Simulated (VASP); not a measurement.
# Band edges against the vacuum: CdTe(110), part 3 of 3

Where do the bulk band edges lie against the vacuum outside CdTe(110)?

VASP 6.6.1; PBE; plane waves and PAW (Cd, Te).

So far, gap on the k-mesh (eV): step 4 (band edges of the bulk) 0.588.

### Step 6. Vacuum level and density of states

A static run writes the electrostatic potential without exchange and correlation (LVHAR), which is flat in the vacuum and gives the level to count from. The dipole correction cancels the field that unlike faces would set up across the vacuum.

The input, INCAR:

```
SYSTEM = CdTe
PREC = Normal
ENCUT = 320
EDIFF = 1E-06
NELM = 120
ISMEAR = 0
SIGMA = 0.03
LREAL = Auto
ALGO = Fast
GGA = PE
NBANDS = 100
LORBIT = 11
LWAVE = .FALSE.
LCHARG = .TRUE.
KPAR = 2
IDIPOL = 3
LDIPOL = .TRUE.
DIPOL = 0.5 0.5 0.5
LVHAR = .TRUE.
LVACPOTAV = .TRUE.
NEDOS = 1500
```

The input, POSCAR:

```
CdTe
1.0
    4.6740784271      0.0000000000      0.0000000000
    0.0000000000      6.6101451032      0.0000000000
    0.0000000000      0.0000000000     34.6963137084
Cd Te
9 9
Direct
    0.0000000000      0.0592250298      0.2455858734
    0.5000000000      0.4815790023      0.2924882986
    0.0000000000      0.9906130204      0.3654418070
    0.5000000000      0.4906615834      0.4312382181
    0.0000000000      0.9950488611      0.5000000000
    0.5000000000      0.4906615834      0.5687617819
    0.0000000000      0.9906130204      0.6345581930
    0.5000000000      0.4815790023      0.7075117014
    0.0000000000      0.0592250298      0.7544141266
    0.0000000000      0.7357971994      0.2980296404
    0.5000000000      0.2606327474      0.2223417032
    0.0000000000      0.7419593240      0.4326866292
    0.5000000000      0.2440630582      0.3631152870
    0.0000000000      0.7419593240      0.5673133708
    0.5000000000      0.2458892090      0.5000000000
    0.0000000000      0.7357971994      0.7019703596
    0.5000000000      0.2440630582      0.6368847130
    0.5000000000      0.2606327474      0.7776582968
```

The input, KPOINTS:

```
Automatic mesh
0
Gamma
5 4 1
0 0 0
```

The input, KPOINTS_OPT:

```
Line mode
14
Line-mode
Reciprocal
  0.00000000   0.00000000   0.00000000 GAMMA
  0.50000000   0.00000000   0.00000000 X

  0.50000000   0.00000000   0.00000000 X
  0.50000000   0.50000000   0.00000000 S

  0.50000000   0.50000000   0.00000000 S
  0.00000000   0.50000000   0.00000000 Y

  0.00000000   0.50000000   0.00000000 Y
  0.00000000   0.00000000   0.00000000 GAMMA

  0.00000000   0.00000000   0.00000000 GAMMA
  0.50000000   0.50000000   0.00000000 S
```

PAW data sets: Cd and Te (PBE family, release 64).

Launch:

```bash
$ mpirun -np 4 vasp_std
```

The log of the run:

```text
[banner, memory and clock lines left out]
running    4 mpi-ranks, on    1 nodes
 distrk:  each k-point on    2 cores,    2 groups
 distr:  one band on    1 cores,    2 groups

 POSCAR found type information on POSCAR CdTe
 POSCAR found :  2 types and      18 ions
 LDA part: xc-table for (Slater+PW92), standard interpolation
 POSCAR, INCAR and KPOINTS ok, starting setup
 FFT: planning ... GRIDC
 FFT: planning ... GRID_SOFT
 FFT: planning ... GRID
 WAVECAR not read
 entering main loop
       N       E                     dE             d eps       ncg     rms          rms(c)
DAV:   1     0.950785402718E+03    0.95079E+03   -0.50890E+04  1808   0.894E+02
DAV:   2     0.280173669809E+02   -0.92277E+03   -0.89254E+03  2116   0.256E+02
DAV:   3    -0.428157932215E+02   -0.70833E+02   -0.70263E+02  2052   0.713E+01
DAV:   4    -0.448316304577E+02   -0.20158E+01   -0.20119E+01  2200   0.110E+01
DAV:   5    -0.448819745716E+02   -0.50344E-01   -0.50333E-01  2128   0.186E+00    0.153E+01
RMM:   6    -0.426558881225E+02    0.22261E+01   -0.47988E+00  1813   0.591E+00    0.122E+01
RMM:   7    -0.425327465905E+02    0.12314E+00   -0.26512E+00  1871   0.298E+00    0.258E+00
RMM:   8    -0.424933984008E+02    0.39348E-01   -0.17307E-01  1951   0.118E+00    0.118E+00
RMM:   9    -0.424863436677E+02    0.70547E-02   -0.66725E-02  1961   0.502E-01    0.566E-01
RMM:  10    -0.424866167839E+02   -0.27312E-03   -0.62720E-03  2122   0.252E-01    0.156E-01
RMM:  11    -0.424869884267E+02   -0.37164E-03   -0.12843E-03  2160   0.856E-02    0.924E-02
RMM:  12    -0.424872074244E+02   -0.21900E-03   -0.33794E-04  2058   0.667E-02    0.475E-02
RMM:  13    -0.424872515205E+02   -0.44096E-04   -0.81726E-05  2240   0.257E-02    0.323E-02
RMM:  14    -0.424872122046E+02    0.39316E-04   -0.11346E-05  1673   0.972E-03    0.511E-02
RMM:  15    -0.424873143708E+02   -0.10217E-03   -0.27379E-05  1991   0.125E-02    0.143E-02
RMM:  16    -0.424873295609E+02   -0.15190E-04   -0.28932E-06  1536   0.388E-03    0.989E-03
RMM:  17    -0.424873448725E+02   -0.15312E-04   -0.16195E-06  1464   0.260E-03    0.349E-03
RMM:  18    -0.424873494136E+02   -0.45411E-05   -0.52156E-07  1111   0.139E-03    0.173E-03
RMM:  19    -0.424873527990E+02   -0.33854E-05   -0.26811E-07  1030   0.102E-03    0.489E-04
RMM:  20    -0.424873536730E+02   -0.87394E-06   -0.53282E-08   652   0.656E-04
|                                                                             |
|           W    W    AA    RRRRR   N    N  II  N    N   GGGG   !!!           |
|           W    W   A  A   R    R  NN   N  II  NN   N  G    G  !!!           |
|           W    W  A    A  R    R  N N  N  II  N N  N  G       !!!           |
|           W WW W  AAAAAA  RRRRR   N  N N  II  N  N N  G  GGG   !            |
|           WW  WW  A    A  R   R   N   NN  II  N   NN  G    G                |
|           W    W  A    A  R    R  N    N  II  N    N   GGGG   !!!           |
|                                                                             |
|     Did not find any points to average over, which means that no vacuum     |
|     field-free region was found. Please increase the size of  your cell     |
|     in the dimension of the dipole correction to obtain accurate            |
|     workfunction values.                                                    |
|                                                                             |

   1 F= -.42487354E+02 E0= -.42487354E+02  d E =-.160470E-11
 Start KPOINTS_OPT (optional k-point list driver)
k-point batch [1-9\70]
       N       E                     dE             ncg
DAV:   1    -0.161616592891E+04   -0.74321E+04     1856
DAV:   2    -0.973851993276E+04   -0.81224E+04     2076
DAV:   3    -0.103323940371E+05   -0.59387E+03     2068
DAV:   4    -0.103499510133E+05   -0.17557E+02     2184
DAV:   5    -0.103504446224E+05   -0.49361E+00     2168
DAV:   6    -0.103504623275E+05   -0.17705E-01     2232
DAV:   7    -0.103504630430E+05   -0.71551E-03     2192
DAV:   8    -0.103504630740E+05   -0.30964E-04     2112
DAV:   9    -0.103504630755E+05   -0.14752E-05     1432
DAV:  10    -0.103504630756E+05   -0.94642E-07     1160
[...]
k-point batch [64-70\70]
       N       E                     dE             ncg
DAV:   1     0.103488735309E+04   -0.21547E+05     1512
DAV:   2    -0.508872799857E+04   -0.61236E+04     1628
DAV:   3    -0.551167451738E+04   -0.42295E+03     1592
DAV:   4    -0.552327918513E+04   -0.11605E+02     1752
DAV:   5    -0.552356876720E+04   -0.28958E+00     1624
DAV:   6    -0.552358247077E+04   -0.13704E-01     1808
DAV:   7    -0.552358283219E+04   -0.36142E-03     1680
DAV:   8    -0.552358284759E+04   -0.15403E-04     1592
DAV:   9    -0.552358284833E+04   -0.74135E-06     1120
```

Wall time 4.7 min (4 MPI ranks of Intel Xeon 6975P-C (Granite Rapids), shared host); peak memory 1.8 GiB; 18 min of CPU time.

Parts of OUTCAR (step 6):

```text
   NELECT =     162.0000    total number of electrons

 E-fermi :  -0.8186

 k-point     1 :       0.0000    0.0000    0.0000
  band No.  band energies     occupation
    ...
     77      -1.1673      2.00000
     78      -1.1414      2.00000
     79      -1.0679      2.00000
     80      -1.0123      2.00000
     81      -0.9531      2.00000
     82      -0.0125      0.00000
     83       0.5937      0.00000
     84       1.0799      0.00000
     85       1.4403      0.00000
     86       1.6795      0.00000
    ...

  Total       -1.1392088     -0.7896951     -0.8967507      0.0000000      0.0000000      0.0000000
  in kB       -1.7026429     -1.1802655     -1.3402691      0.0000000      0.0000000      0.0000000
  external PRESSURE =      -1.4077259 kB  Pullay stress =       0.0000000 kB

 POSITION                                       TOTAL-FORCE (eV/Angst)
 -----------------------------------------------------------------------------------
      0.00000      0.39149      8.52092         0.000000     -0.000320     -0.005868
      2.33704      3.18331     10.14827        -0.000000      0.011697      0.013858
      0.00000      6.54810     12.67948        -0.000000      0.006296      0.004563
      2.33704      3.24334     14.96238        -0.000000     -0.005129      0.013203
      0.00000      6.57742     17.34816        -0.000000     -0.023007     -0.000000
      2.33704      3.24334     19.73394        -0.000000     -0.005129     -0.013203
      0.00000      6.54810     22.01683        -0.000000      0.006296     -0.004563
      2.33704      3.18331     24.54805        -0.000000      0.011697     -0.013858
      0.00000      0.39149     26.17539         0.000000     -0.000320      0.005868
      0.00000      4.86373     10.34053         0.000000      0.003475     -0.015851
      2.33704      1.72282      7.71444        -0.000000      0.001076      0.011161
      0.00000      4.90446     15.01263        -0.000000      0.000627     -0.005631
      2.33704      1.61329     12.59876        -0.000000     -0.008492     -0.014557
      0.00000      4.90446     19.68368        -0.000000      0.000627      0.005631
      2.33704      1.62536     17.34816        -0.000000      0.004548     -0.000000
      0.00000      4.86373     24.35578         0.000000      0.003475      0.015851
      2.33704      1.61329     22.09755        -0.000000     -0.008492      0.014557
      2.33704      1.72282     26.98188        -0.000000      0.001076     -0.011161
 -----------------------------------------------------------------------------------
    total drift:                               -0.000000      0.079414     -0.000017

  FREE ENERGIE OF THE ION-ELECTRON SYSTEM (eV)
  ---------------------------------------------------
  free  energy   TOTEN  =       -42.4873536730 eV

  energy  without entropy=      -42.4873536730  energy(sigma->0) =      -42.48735367

 vacuum level on the upper side and lower side of the slab         4.283         4.283

[... 9 parts as in an earlier step ...]

[... 9 further parts left out ...]
```

Numbers from this step:

| Item | Value |
| --- | --- |
| electronic cycles | 20 |
| Fermi energy | -0.8186 eV |
| least gap on mesh and path | 0.9405 eV |
| least direct gap on mesh and path | 0.9406 eV |
| vacuum levels | 4.283, 4.283 eV |
| ionisation potentials of the upper and lower face | 5.236, 5.236 eV |
| electron affinities of the upper and lower face | 4.296, 4.296 eV |

Electronic bands along the path, in eV, zero at the valence-band top; v1 is the highest filled band, c1 the lowest empty one:

```csv
point,v4,v3,v2,v1,c1,c2,c3,c4
Γ,-0.19,-0.11,-0.06,0.00,0.94,1.55,2.03,2.39
0.54 of the way,-0.79,-0.77,-0.64,-0.36,2.29,2.57,2.75,2.80
X,-1.13,-0.88,-0.86,-0.75,2.28,2.31,2.69,2.79
0.46 of the way,-0.93,-0.87,-0.80,-0.72,2.38,2.46,2.55,2.69
S,-0.82,-0.80,-0.62,-0.61,1.87,2.00,2.29,2.68
0.46 of the way,-0.73,-0.69,-0.59,-0.56,2.44,2.51,2.71,2.77
Y,-0.66,-0.64,-0.59,-0.58,1.83,1.84,2.05,2.08
0.54 of the way,-0.32,-0.28,-0.26,-0.26,1.73,1.78,1.90,2.09
Γ,-0.19,-0.11,-0.06,0.00,0.94,1.55,2.03,2.39
0.54 of the way,-0.70,-0.67,-0.45,-0.45,2.06,2.54,2.82,2.82
S,-0.82,-0.80,-0.62,-0.61,1.87,2.00,2.29,2.68
```

Of the projections kept (Cd, Te), the largest for each band there; the rest of the weight can lie on other orbitals:

| point | v4 | v3 | v2 | v1 | c1 | c2 | c3 | c4 |
| --- | --- | --- | --- | --- | --- | --- | --- | --- |
| Γ | Te 0.82 | Te 0.83 | Te 0.84 | Te 0.84 | Te 0.51 | Te 0.58 | Te 0.55 | Cd 0.51 |
| X | Te 0.84 | Te 0.86 | Te 0.81 | Te 0.84 | Cd 0.60 | Cd 0.60 | Cd 0.61 | Cd 0.58 |
| S | Te 0.81 | Te 0.82 | Te 0.86 | Te 0.84 | Cd 0.64 | Cd 0.57 | Cd 0.58 | Te 0.51 |
| Y | Te 0.80 | Te 0.81 | Te 0.83 | Te 0.83 | Cd 0.62 | Cd 0.60 | Cd 0.55 | Cd 0.58 |
| Γ | Te 0.82 | Te 0.83 | Te 0.84 | Te 0.84 | Te 0.51 | Te 0.58 | Te 0.55 | Cd 0.51 |
| S | Te 0.81 | Te 0.82 | Te 0.86 | Te 0.84 | Cd 0.64 | Cd 0.57 | Cd 0.58 | Te 0.51 |

The planar average of the electrostatic potential oscillates, so the rows of the table below give means over windows of 2.39 Å about each position, cut where the curve ends. Its maxima inside the range that stand out by 2 % of the span (Å: eV): 9.0: 0.909, 11.5: 2.09, 13.8: 2.02, 16.2: 2.07, 18.5: 2.07, 20.9: 2.02, 23.2: 2.09, 25.7: 0.909. Its minima: 7.8: -4.70, 10.3: -5.98, 12.6: -5.78, 15.0: -5.82, 17.3: -5.82, 19.7: -5.82, 22.1: -5.78, 24.4: -5.98, 26.9: -4.70.

Zero at the Fermi level. Planar average of the electrostatic potential against height; means over each step:

height (Å), planar average of the electrostatic potential (eV) and a bar from the least value:
```
     1.20       5.11 ##############################
     3.58       5.11 ##############################
     5.97       4.23 ##########################
     8.36      -1.60 ##
    10.75      -2.05 
    13.14      -1.84 #
    15.53      -1.90 #
    17.92      -1.90 #
    20.31      -1.86 #
    22.70      -1.97 #
    25.09      -2.17 
    27.48      -0.09 #########
    29.87       5.07 ##############################
    32.26       5.11 ##############################
```

Density of states in the PAW spheres, an atom over height of the layer and energy from the Fermi level.

Ten even steps from '0' (0.00 states/eV) to '9' (1.34 states/eV), each cell a mean:
```
000000000000000
000000000000000
000000000000000
000000000000000
510441222144015
911661333166119
911661444166119
812651343156218
411671444176114
411562444265114
211431232134112
201331222133102
100000000000001
111100000001111
110100000001011
111111111111111
232212111212232
225444444444522
112233333332211
000000000000000
000000000000000
000000000000000
```
Columns: height of the layer (Å) from 7.7 to 27 (not evenly spaced); rows upwards: energy from the Fermi level (eV) from -4.9 to 0.5.

Electrostatic potential energy in the cb plane at fractional x = 0.000, with atoms of Cd and Te within 0.2 Å of it. With pseudopotentials it is smooth inside the atoms' cores, unlike the true potential.

Ten even steps from '0' (-61 eV) to '9' (4 eV), each cell a mean:
```
99999999999999999999987777899999877777899999
99999999999999999999998888887789877778888778
99999999999999999999999999731258988788872115
99999999999999999999999998400016999999830001
99999999999999999999999998300005999999820000
99999999999999999999999998400016999999840002
99999999999999999999999999731258999999974236
99999999999999999999999999987889999999998889
99999999999999999999999999999999999999999999
99999999999999999999999999999999999999999999
99999999999999999999999999999999999999999999
99999999999999999999999999999999999999999999
99999999999999999999999999999999999999999999
99999999999999999999998889999999999999999999
99999999999999999999987778899999999899999999
99999999999999999999977777899999987788999999
99999999999999999999877667799999877777999999
99999999999999999999877677899999877677899999
```
Columns run along c (16.0 Å, from fractional 0.00 to 0.46 of the cell; values clipped at the 3rd and 97th percentile), rows up along b (6.6 Å). Atoms in or near the plane, at fractional coordinates: Cd at (0.25, 0.06), Cd at (0.37, 0.99), Te at (0.30, 0.74), Te at (0.43, 0.74).

Valence density in the cb plane at fractional x = 0.000, with atoms of Cd and Te within 0.2 Å of it. It is the smooth field of the valence electrons, not physical close to the nuclei.

Ten steps, logarithmic in the rise over the least value, from '0' (-0.3 e/Å³) to '9' (8.6 e/Å³), each cell a mean:
```
33333333333333333333346775444444579986444444
33333333333333333333334444444444467765444444
33333333333333333333333344454554445544455445
33333333333333333333333344543444444444454335
33333333333333333333333334540244433334453024
33333333333333333333333334443444433333444345
33333333333333333333333334454444333333444454
33333333333333333333333333444443333333344444
33333333333333333333333333334333333333333333
33333333333333333333333333333333333333333333
33333333333333333333333333333333333333333333
33333333333333333333333333333333333333333333
33333333333333333333333333333333333333333333
33333333333333333333334443333333333333333333
33333333333333333333345665433333334443333333
33333333333333333333457886433333345554333333
33333333333333333333468997533333468875433333
33333333333333333333458997543333579986433333
```
Columns run along c (16.0 Å, from fractional 0.00 to 0.46 of the cell), rows up along b (6.6 Å). Atoms in or near the plane, at fractional coordinates: Cd at (0.25, 0.06), Cd at (0.37, 0.99), Te at (0.30, 0.74), Te at (0.43, 0.74).

The map of layer states is cut here 0.5 eV above the Fermi level, so it leaves out the states above that, and it starts at -5 eV, leaving out a taller peak below that would set the scale.

The vacuum level lies 5.24 eV above the highest filled level at the upper face; both faces agree, as the slab has next to no dipole.

The program found no field-free point at its default tolerance, but its printed level agrees with the flat part of the planar average.

### Step 7. Lining up bulk and slab

This step: band edges against the vacuum, PBE; plane waves and PAW (VASP 6.6.1).

No new run; the numbers come from the runs before.

Numbers from this step:

| Item | Value |
| --- | --- |
| ionisation energy | 5.219 eV |
| offset spread | 0.007600 eV |
| bulk gap | 0.5882 eV |
| slab gap | 0.9405 eV |
| electron affinity | 4.630 eV |
| buckling | 0.8065 Å |
| tilt | 31.21 degree |
| surface energy, relaxed | 0.2086 J/m² |

The averaged core potentials of the four middle atoms lie -2.765 eV from those of the bulk run. The bulk valence top (1.830 eV), moved by that offset, is taken from the upper vacuum level (4.283 eV).

### Step 8. What came out

| Quantity | Value |
| --- | --- |
| ionisation energy | 5.22 eV |
| electron affinity | 4.63 eV |
| buckling | 0.806 Å |
| surface energy, relaxed | 0.209 J/m² |

**Reading.** The bulk valence-band top lies 5.22 eV below the vacuum of CdTe(110), and the conduction-band bottom 4.63 eV. The top layer buckles by 0.81 Å, a tilt of 31°, with Te outermost, as the anion takes the dangling-bond electrons and the cation flattens towards sp². The surface costs 0.21 J/m². The slab's least gap is 0.94 eV, against 0.59 eV in the bulk. Confinement widens it, surface states can narrow it, and the two gaps need not lie at the same wave vector; the faces' own affinities count to the slab's lowest empty state. The offsets of the four middle atoms spread by 0.01 eV; a shift common to all four would not show in it. One thickness was run. Semilocal band edges put the valence top too high and the gap too small. Spin-orbit coupling, left out here, would raise the valence top further.

[Lines on the potential files, build, host, timing and source positions are cut from VASP's logs without a mark.]

[Logs are printed without paths, hosts, clocks, repeated set-up lines and the standing remarks that a program may print on its own settings, such as how far it seeks lower states.]

[Hosts, paths, dates, database ids (printed as entryN), source tags and the programs' standing remarks are cut or masked in the printed files.]

[Runs that stopped without an error message from VASP are left out.]
